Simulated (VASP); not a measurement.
```
CELL_PARAMETERS angstrom
      0.00000     2.17339     2.17339
      2.17339     0.00000     2.17339
      2.17339     2.17339     0.00000
ATOMIC_POSITIONS crystal
  Al 0.00000 0.00000 0.00000
  N  0.25000 0.25000 0.25000
```

Calculation: LDA (Ceperley-Alder, Perdew-Zunger), VASP's LDA PAW potentials (set 64) (plane waves; VASP). Run with 520 eV cut-off, Gaussian smearing of 0.050 eV, potentials Al N.

Problem. Give the energies of bands 2 to 5 at the high-symmetry points, in eV from the valence-band maximum.

Solution. 
```csv
band,Γ,X,U,L,W
2,0.00,-5.00,-4.34,-5.97,-3.84
3,0.00,-1.81,-3.72,-0.49,-3.53
4,0.00,-1.81,-1.40,-0.49,-2.76
5,4.37,3.23,5.09,7.40,5.99
```

The gap is indirect, 3.23 eV, from the valence maximum at K-Γ at 0.93 to the conduction minimum at X.

Measured: gap 5.34 eV (computed value off by -2.11 eV), as given by Daiki Deguchi et al., Japanese Journal of Applied Physics (2016), arXiv:1512.06930.

The compound is AlN in the zinc blende structure, a metastable form; wurtzite is the usual one. It was relaxed first.
